# Squeezing wurtzite CdSe

A compressed crystal stores energy and pushes back. The table follows wurtzite CdSe through seven volumes per atom in a density-functional (PBE) calculation. Energy is counted from the minimum of the curve, and pressure is what must be applied to hold the cell at that volume. At 27.54 Å³/atom both results are to be worked out from the other six rows.

VASP 6.6.1, PBE with the recommended PAW potentials, no dispersion correction or spin–orbit coupling, for wurtzite CdSe: 520 eV cutoff, 7×7×4 k mesh, Fermi–Dirac smearing of 0.05 eV. The given cell is scaled with its shape and atomic fractions fixed; energies are counted from the minimum of the fitted equation of state.

```csv
volume (Å³/atom),energy (meV/atom),pressure (GPa)
26.42,74.63,7.560
26.98,50.88,6.000
27.54,?,?
28.10,18.43,3.340
28.66,8.72,2.210
29.23,2.76,1.200
29.79,0.17,0.290
```

**(a) How does the crystal's stiffness change as its bonds shorten, and why?**

*Solution.* Stiffness is measured by the bulk modulus $B=-V\,dP/dV$, where $V$ is the volume and $P$ the pressure. The two smallest volumes give

$$B\approx 26.70\times\frac{7.56-6.00}{26.98-26.42}\approx 74\ \text{GPa},$$

where 26.70 Å³/atom is their midpoint. The two largest volumes give only 48 GPa.

The cell keeps its shape and its atomic fractions, so every Cd–Se contact shrinks in proportion. Between these two pairs of rows the contact shortens by about 3 %, from 2.654 to 2.567 Å, while the modulus rises by more than half. It grows roughly as the inverse thirteenth power of the bond length.

Theory gives the reason. When the electron shells of neighbouring atoms overlap more, the Pauli principle forces electrons into states of higher kinetic energy, and this repulsion rises steeply with shortening. The attraction that binds the crystal changes more gently, so the repulsion increasingly sets the curvature of the energy. The table gives the energy only as a total, so this division is argued and not computed here.

**(b) Predict the pressure and energy at 27.54 Å³/atom.**

*Solution.* A straight line between the neighbouring rows would give too much of both. The energy curve bends because pressure rises on compression. The pressure curve bends mainly because the crystal stiffens. The forecasts therefore lie below the line, by 0.08 GPa and 2.3 meV/atom.

To include the bend, expand the energy to third order in $w=(28.10/V)^{2/3}-1$, which is zero at the given cell and grows on compression. Since $P=-dE/dV$, with $E$ the energy, this yields the Birch–Murnaghan form. Fitted to the six known pressures, it reads, in GPa,

$$P=(1+w)^{5/2}\,(3.34+80.95\,w+49.62\,w^2).$$

At the wanted volume $w=0.0135$, so $P\approx1.034\times4.44\approx4.6$ GPa; unrounded constants give 4.595 GPa.

The energy follows from the work of compression. From 28.10 to 27.54 Å³/atom the mean pressure is $(3.34+4.60)/2=3.97$ GPa. With 1 GPa Å³ equal to 6.24 meV, the estimate is

$$E\approx18.43+3.97\times0.56\times6.24\approx32.3\ \text{meV/atom}.$$

Integrating the whole fitted pressure curve gives 32.37 meV/atom. This includes one scale factor fitted to the six known energies; it came out at 1.003, so pressures and energies tell the same story.

The forecasts are:

- pressure near 4.60 GPa, ±0.03 GPa
- energy near 32.3 meV/atom, ±0.4 meV/atom

The ranges are judgements that allow for rounded volumes and the choice of formula.

**(c) Compare with the computed values. What do they mean for a real crystal?**

The withheld rows as computed:

```csv
volume (Å³/atom),energy (meV/atom),pressure (GPa)
27.54,32.33,4.600
```

*Solution.* Both forecasts hit. The fitted curves miss the pressure by 0.005 GPa and the energy by 0.04 meV/atom, so the ranges were wider than this row needed. It lies between close neighbours on a smooth curve, which is a gentler test than a volume outside the table would be.

Simpler pictures do less well. Refitting the known pressures without the $w^2$ term, which adjusts how fast the modulus grows with pressure, gives 4.632 GPa, just outside the forecast range. A parabola with the zero-pressure modulus ignores stiffening altogether and gives an energy of 27.4 meV/atom, about 15 % below the computed value. At 26.42 Å³/atom, where the bonds are shortest, its shortfall reaches 22 %.

For practical use, the starting volume matters as much as the formula. The given cell, at 28.10 Å³/atom, is close to the measured volume, yet the calculation puts it under 3.34 GPa. PBE prefers too large a crystal; the thermal and zero-point motion left out here would normally swell it further, so their absence does not explain the excess. Compression should therefore be counted from the calculation's own zero-pressure volume, 29.99 Å³/atom, a short extrapolation beyond the last row. The predicted row is then compressed by 8 %, not by the 2 % that the given cell suggests.

The smooth curve also hides a change of structure. Real CdSe turns to rocksalt at roughly 2–3 GPa, a recalled value, so at 4.6 GPa it would no longer be wurtzite. The calculation cannot show this, because every row is wurtzite. Even with the cell shape and atomic fractions freed, a relaxation would normally lead only to the nearest minimum, still wurtzite. Finding the transition takes a separate calculation for rocksalt and a comparison of enthalpies. The output below lists the fits and their misses.

Numerical output:

```
fit of pressure on 6 rows: coefficient of f5 3.34 +/- 0.0044, coefficient of f7 80.95 +/- 0.097, coefficient of f9 49.62 +/- 4.3; rms 0.00454, worst 29.23 -0.00708, leave-one-out rms 0.0085
  rows outside the fit (model, value, miss): 27.54 4.595, 4.6, -0.00535
fit of pressure on 6 rows: coefficient of f5 3.38 +/- 0.015, coefficient of f7 81.32 +/- 0.53; rms 0.0306, worst 29.79 -0.0405, leave-one-out rms 0.0509
  rows outside the fit (model, value, miss): 27.54 4.632, 4.6, 0.032
fit of energy on 6 rows: coefficient of work 1.003 +/- 0.00055; rms 0.0466, worst 28.66 0.0799, leave-one-out rms 0.059
  rows outside the fit (model, value, miss): 27.54 32.37, 32.33, 0.0408
Volume at zero pressure from known pressures, angstrom^3/atom: 29.99
Bulk modulus at zero pressure from known pressures, GPa: 43.97
Modulus slope at zero pressure from known pressures: 4.826
Energy drop between the two smallest volumes, meV/atom: 23.75
Mean pressure times volume step for the same pair, meV/atom: 23.7
Cd-Se distance midway between the two smallest volumes, angstrom: 2.567
Cd-Se distance midway between the two largest volumes, angstrom: 2.654
Modulus from the two smallest volumes, GPa: 74.38
Modulus from the two largest volumes, GPa: 47.95
Power of inverse bond length with which the modulus grows: 13.16
Parabola energy too low at the smallest volume, percent: 22.06
Parabola energy at the withheld volume, meV/atom: 27.36
Pressure forecast below the line between neighbours, GPa: 0.07535
Energy forecast below the line between neighbours, meV/atom: 2.284
Stated half-range of the pressure forecast, GPa: 0.03
Stated half-range of the energy forecast, meV/atom: 0.4
```
